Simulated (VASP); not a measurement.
These are r2SCAN meta-GGA, VASP's PBE PAW potentials (set 64) (plane waves; VASP 6.6.1) values and carry that method's errors.

Input for VASP

**POSCAR**
```
SrCl2
1
   -0.0000000000     3.4596489136     3.4596489136
    3.4596489136     0.0000000000     3.4596489136
    3.4596489136     3.4596489136     0.0000000000
Sr Cl
1 2
Direct
  0.0000000000   0.0000000000   0.0000000000
  0.2500000000   0.2500000000   0.2500000000
  0.7500000000   0.7500000000   0.7500000000
```

### INCAR
```
ALGO=Normal
ENCUT=480   # plane-wave cut-off (eV)
PREC=Accurate
NSW=60   # most ionic steps
ISMEAR=0   # Gaussian
LASPH=.TRUE.
LMAXMIX=4
METAGGA=R2SCAN
LREAL=.FALSE.   # projection in real space or not
LCHARG=.FALSE.
LMIXTAU=.TRUE.
SYSTEM=SrCl2
NELM=100   # most electronic steps
EDIFF=1E-6   # SCF stop (eV)
LWAVE=.FALSE.
SIGMA=0.05   # width (eV)
EDIFFG=-0.02   # ionic stop
ISIF=3   # ions, shape and volume
IBRION=2   # conjugate gradients
```

**KPOINTS**
```
Automatic
0
G
 5 5 5
0 0 0
```

POTCAR, in this order: Sr_sv Cl (PBE.64 set). Program: vasp_std.

What VASP printed:

File OSZICAR:
```
       N       E                     dE             d eps       ncg     rms          rms(c)
DAV:   1     0.116912835614E+03    0.11691E+03   -0.11546E+04   320   0.131E+03
DAV:   2    -0.338486441969E+02   -0.15076E+03   -0.14856E+03   424   0.249E+02
DAV:   3    -0.424818880321E+02   -0.86332E+01   -0.86241E+01   544   0.634E+01
DAV:   4    -0.425653747469E+02   -0.83487E-01   -0.83425E-01   456   0.622E+00
DAV:   5    -0.425699726614E+02   -0.45979E-02   -0.45978E-02   504   0.927E-01    0.125E+01
DAV:   6    -0.360849542737E+02    0.64850E+01   -0.24064E+00   536   0.118E+01    0.876E+00
DAV:   7    -0.348993149512E+02    0.11856E+01   -0.99782E-01   488   0.101E+01    0.115E+00
DAV:   8    -0.358055872651E+02   -0.90627E+00   -0.10670E+00   440   0.949E+00    0.211E+00
DAV:   9    -0.350672728094E+02    0.73831E+00   -0.13553E-01   448   0.454E+00    0.159E+00
DAV:  10    -0.351462792630E+02   -0.79006E-01   -0.14746E-02   488   0.143E+00    0.137E+00
DAV:  11    -0.356454139810E+02   -0.49913E+00   -0.24412E-01   336   0.516E+00    0.607E-01
DAV:  12    -0.356715282428E+02   -0.26114E-01   -0.15852E-02   432   0.130E+00    0.382E-01
DAV:  13    -0.356406982240E+02    0.30830E-01   -0.30753E-02   336   0.219E+00    0.698E-01
DAV:  14    -0.356689903335E+02   -0.28292E-01   -0.16063E-02   352   0.157E+00    0.269E-01
DAV:  15    -0.356811044003E+02   -0.12114E-01   -0.24187E-03   352   0.597E-01    0.116E-01
DAV:  16    -0.356810680029E+02    0.36397E-04   -0.45335E-05   480   0.633E-02    0.964E-02
DAV:  17    -0.356813326487E+02   -0.26465E-03   -0.82271E-05   360   0.122E-01    0.464E-02
DAV:  18    -0.356814807463E+02   -0.14810E-03   -0.46448E-05   352   0.805E-02    0.329E-02
DAV:  19    -0.356815263322E+02   -0.45586E-04   -0.21012E-05   384   0.547E-02    0.206E-02
DAV:  20    -0.356815196685E+02    0.66637E-05   -0.15373E-05   352   0.467E-02    0.950E-03
DAV:  21    -0.356815412104E+02   -0.21542E-04   -0.66449E-06   384   0.318E-02    0.603E-03
DAV:  22    -0.356815425799E+02   -0.13696E-05   -0.10369E-06   376   0.947E-03    0.270E-03
DAV:  23    -0.356815442427E+02   -0.16628E-05   -0.48276E-07   264   0.853E-03    0.146E-03
DAV:  24    -0.356815439684E+02    0.27432E-06   -0.67458E-08   208   0.273E-03
   1 F= -.35681544E+02 E0= -.35681544E+02  d E =-.356815E+02
       N       E                     dE             d eps       ncg     rms          rms(c)
DAV:   1    -0.358107932991E+02   -0.12925E+00   -0.33195E+00   400   0.134E+01    0.254E+00
DAV:   2    -0.357117766311E+02    0.99017E-01   -0.24318E-01   384   0.350E+00    0.102E+00
DAV:   3    -0.356907658743E+02    0.21011E-01   -0.73504E-02   456   0.192E+00    0.523E-01
DAV:   4    -0.356916872803E+02   -0.92141E-03   -0.16106E-02   488   0.108E+00    0.285E-01
DAV:   5    -0.356914748043E+02    0.21248E-03   -0.36506E-03   320   0.725E-01    0.194E-01
DAV:   6    -0.356923807389E+02   -0.90593E-03   -0.37452E-03   488   0.642E-01    0.610E-02
DAV:   7    -0.356918967427E+02    0.48400E-03   -0.25710E-03   320   0.527E-01    0.336E-02
DAV:   8    -0.356923833662E+02   -0.48662E-03   -0.15610E-04   432   0.148E-01    0.166E-02
DAV:   9    -0.356924065062E+02   -0.23140E-04   -0.58559E-05   360   0.737E-02    0.517E-03
DAV:  10    -0.356924085692E+02   -0.20631E-05   -0.24230E-05   336   0.536E-02    0.404E-03
DAV:  11    -0.356924151733E+02   -0.66041E-05   -0.25327E-06   336   0.196E-02    0.282E-03
DAV:  12    -0.356924128075E+02    0.23658E-05   -0.21625E-06   296   0.167E-02    0.452E-04
DAV:  13    -0.356924139369E+02   -0.11294E-05   -0.29327E-07   280   0.611E-03    0.764E-04
DAV:  14    -0.356924139642E+02   -0.27304E-07   -0.59370E-08   192   0.229E-03
   2 F= -.35692414E+02 E0= -.35692414E+02  d E =-.108700E-01
```

File OUTCAR:
```
------------------------ aborting loop because EDIFF is reached ----------------------------------------
  FORCE on cell =-STRESS in cart. coord.  units (eV):
  Direction    XX          YY          ZZ          XY          YZ          ZX
  --------------------------------------------------------------------------------------
  Total       -0.0116107     -0.0116107     -0.0116107      0.0000000     -0.0000000     -0.0000000
  in kB       -0.2173632     -0.2173632     -0.2173632      0.0000000     -0.0000000     -0.0000000
  external PRESSURE =      -0.2173632 kB  Pullay stress =       0.0000000 kB
  volume of cell :       85.58
      direct lattice vectors                 reciprocal lattice vectors
     0.000000000  3.497711369  3.497711369    -0.142950617  0.142950617  0.142950617
     3.497711369 -0.000000000  3.497711369     0.142950617 -0.142950617  0.142950617
     3.497711369  3.497711369  0.000000000     0.142950617  0.142950617 -0.142950617
 POSITION                                       TOTAL-FORCE (eV/Angst)
 -----------------------------------------------------------------------------------
      3.49771     -0.00000      3.49771        -0.000000     -0.000000     -0.000000
      1.74886      1.74886      1.74886         0.000000      0.000000      0.000000
      5.24657      5.24657      5.24657        -0.000000     -0.000000     -0.000000
 -----------------------------------------------------------------------------------
    total drift:                                0.000000      0.000000      0.000000
  FREE ENERGIE OF THE ION-ELECTRON SYSTEM (eV)
  ---------------------------------------------------
  free  energy   TOTEN  =       -35.6924139642 eV

  energy  without entropy=      -35.6924139642  energy(sigma->0) =      -35.69241396

 reached required accuracy - stopping structural energy minimisation
```
(Selected blocks of OUTCAR.)

File CONTCAR:
```
SrCl2
   1.00000000000000
     0.0000000000000000    3.4977113689682056    3.4977113689682056
     3.4977113689682056   -0.0000000000000000    3.4977113689682056
     3.4977113689682056    3.4977113689682056    0.0000000000000000
  Sr              Cl
     1     2
Direct
     0.0000000000000000    1.0000000000000000    0.0000000000000000
     0.2500000000000000    0.2500000000000000    0.2500000000000000
     0.7500000000000000    0.7500000000000000    0.7500000000000000
```

Energy and stress use the plane-wave basis of the starting cell.

The compound is SrCl2 in the fluorite structure. This run relaxes it. Symmetry was kept, so distortions that lower it aren't found. The start is the result of an earlier pass.
